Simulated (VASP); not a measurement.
Input:

```xyz
6
Lattice="6.4385 0.0000 0.0000 0.0000 6.4385 0.0000 0.0000 0.0000 4.2061" Properties=species:S:1:pos:R:3 pbc="T T T"
Ca     3.2193     3.2193     2.1030
Ca     0.0000     0.0000     0.0000
Cl     4.4864     4.4864     0.0000
Cl     1.9522     1.9522     0.0000
Cl     5.1714     1.2671     2.1030
Cl     1.2671     5.1714     2.1030
```

Computed with LDA (Ceperley-Alder, Perdew-Zunger), VASP's LDA PAW potentials (set 64) (plane waves; VASP 6.6.1). Settings: 300 eV cut-off, 5×5×8 Γ-centred mesh, Fermi-Dirac smearing of 0.050 eV, potentials Ca_sv Cl.

At this cut-off the stress carries a Pulay error, which pulls relaxed volumes low.

Q: Give the force on each atom (eV/Å).

A: 
```json
[
 {"atom": "Ca1", "Fx": "0.000", "Fy": "0.000", "Fz": "0.000"},
 {"atom": "Ca2", "Fx": "0.000", "Fy": "0.000", "Fz": "0.000"},
 {"atom": "Cl3", "Fx": "-0.065", "Fy": "-0.065", "Fz": "0.000"},
 {"atom": "Cl4", "Fx": "0.065", "Fy": "0.065", "Fz": "0.000"},
 {"atom": "Cl5", "Fx": "0.065", "Fy": "-0.065", "Fz": "0.000"},
 {"atom": "Cl6", "Fx": "-0.065", "Fy": "0.065", "Fz": "0.000"}
]
```

Q: Give the stress tensor in GPa (positive for a compressed cell).

A: 
```
-3.27   0.00   0.00
 0.00  -3.27   0.00
 0.00   0.00  -3.82
```
The pressure is its mean diagonal, -3.46 GPa.

The structure comes from a computed database's CaCl2 entry; how it stands against other phases isn't given here. The cell was not relaxed at this level.
